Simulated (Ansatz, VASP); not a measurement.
## One calculation of ZnGaSi, two programs

```xyz
6
Lattice="3.2040 0.0000 0.0000 0.0000 3.2040 0.0000 0.0000 0.0000 8.0788" Properties=species:S:1:pos:R:3 pbc="T T T"
Zn    2.4030    2.4030    5.9026
Zn    0.8010    0.8010    2.1762
Ga    0.8010    0.8010    7.3889
Ga    2.4030    2.4030    0.6899
Si    2.4030    2.4030    3.3543
Si    0.8010    0.8010    4.7245
```

The cell was built by a generator and needn't be a form met in nature.

Alike in both runs: task single point; functional PBE; k mesh 6 × 6 × 3; occupations methfessel-paxton of order 1, width 0.1 eV; no spin polarisation.

|  | VASP | Ansatz |
| --- | --- | --- |
| version | VASP 6.6.1 | Ansatz 0.2.0 |
| potentials or method | VASP PAW PBE potentials, release 64 (Zn, Ga_d, Si) | PAW plane waves |
| plane-wave cutoff (eV) | 520 | 420 |
| valence electrons in the cell | 58 | 58 |

|  | VASP | Ansatz | Ansatz less VASP |
| --- | --- | --- | --- |
| gap on the k mesh at the Fermi level (eV) | none | none | - |
| pressure (GPa) | 19.6 | 19.3 | -0.23 |
| largest component of the traceless stress (GPa) | 5.78 | 5.78 | -0.001 |
| rms of the force components (eV/Å) | 0.344 | 0.341 | -0.0032 |

Atom by atom the forces differ by 0.003 eV/Å (rms over components). A gap of «none» marks a metal or a gap that the smearing closes.

Caveats: so large a pressure means that the cell lies far from this level's equilibrium, or that cutoff or potentials fall short (VASP); forces of over 1 eV/Å show positions far from the minimum, so gaps and moduli don't describe the material at rest.
